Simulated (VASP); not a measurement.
These are HSEsol screened hybrid, VASP's PBE PAW potentials (set 64) (plane waves; VASP) values and carry that method's errors.

Input for VASP

KPOINTS:
```
Automatic mesh
0
Gamma
6 6 6
0 0 0
```

POSCAR:
```
CdSe
1.0
  0.0000000000   3.1337450554   3.1337450554
  3.1337450554   0.0000000000   3.1337450554
  3.1337450554   3.1337450554   0.0000000000
Cd Se
1 1
Direct
  0.0000000000   0.0000000000   0.0000000000
  0.2500000000   0.2500000000   0.2500000000
```

**INCAR**
```
! general
SYSTEM   = CdSe
PREC     = Accurate
ENCUT    = 520
LREAL    = .FALSE.
LASPH    = .TRUE.
ISYM     = 3

! electronic loop
EDIFF    = 1E-6
NELM     = 60
ALGO     = Normal
LMAXMIX  = 4

! smearing
ISMEAR   = 0
SIGMA    = 0.05

! functional
GGA      = PS
LHFCALC  = .TRUE.
AEXX     = 0.25
HFSCREEN = 0.2
PRECFOCK = Fast

! ions
ISIF     = 2

! output
LWAVE    = .FALSE.
LCHARG   = .FALSE.
```

POTCAR, in this order: Cd Se (PBE.64 set). Program: vasp_std. Read from the step before: WAVECAR.

### Question
Predict the energy per atom (σ→0), pressure, band gap (on the k-mesh).

### Answer

The energy per atom (σ→0) is -3.628 eV/atom and the band gap (on the k-mesh) comes out as 1.20 eV. The pressure is -4.24 GPa.

### OSZICAR
```
...
DAV:   3    -0.725676898346E+01    0.72605E-03   -0.10420E-03   466   0.427E-01    0.632E-01
DAV:   4    -0.725649747221E+01    0.27151E-03   -0.15401E-04   466   0.145E-01    0.368E-01
DAV:   5    -0.725641695688E+01    0.80515E-04   -0.48105E-05   441   0.680E-02    0.212E-01
DAV:   6    -0.725639202444E+01    0.24932E-04   -0.11997E-05   436   0.341E-02    0.122E-01
DAV:   7    -0.725638324111E+01    0.87833E-05   -0.33503E-06   426   0.177E-02    0.702E-02
DAV:   8    -0.725638026221E+01    0.29789E-05   -0.14089E-06   356   0.104E-02    0.404E-02
DAV:   9    -0.725637943744E+01    0.82476E-06   -0.51770E-07   228   0.620E-03
   1 F= -.72563794E+01 E0= -.72563794E+01  d E =-.165442E-15
```

The compound is CdSe in the zinc blende structure, whereas wurtzite is the usual form. This cell is one point of a volume scan, at 1.03 of the reference volume. The cell's shape comes from a PBE relaxation.
